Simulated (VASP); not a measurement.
```yaml
crystal:
  lattice:
    - [0.00000, 2.77713, 2.77713]
    - [2.77713, 0.00000, 2.77713]
    - [2.77713, 2.77713, 0.00000]
  atoms:
    - { symbol: Zn, position: [0.00000, 0.00000, 0.00000] }
    - { symbol: Se, position: [0.25000, 0.25000, 0.25000] }
```

Method: r2SCAN meta-GGA, VASP's PBE PAW potentials (set 64) (plane waves; VASP 6.6.1). Run with 520 eV cut-off, 8×8×8 Γ-centred mesh, Gaussian smearing of 0.050 eV, potentials Zn Se.

Task: The job: ZnSe (zinc blende), 2 atoms, r2SCAN, static run, 520 eV, 8×8×8 Γ-centred mesh. Roughly how much core time does it take on a busy server core?

Result: About 70 core-seconds (one run on a shared machine, a rough figure). It had 29 irreducible k-points, 13 bands, up to 1174 plane waves and 19 electronic steps.

The compound is ZnSe in the zinc blende structure. This cell is one point of a volume scan, at 0.94 of the reference volume.
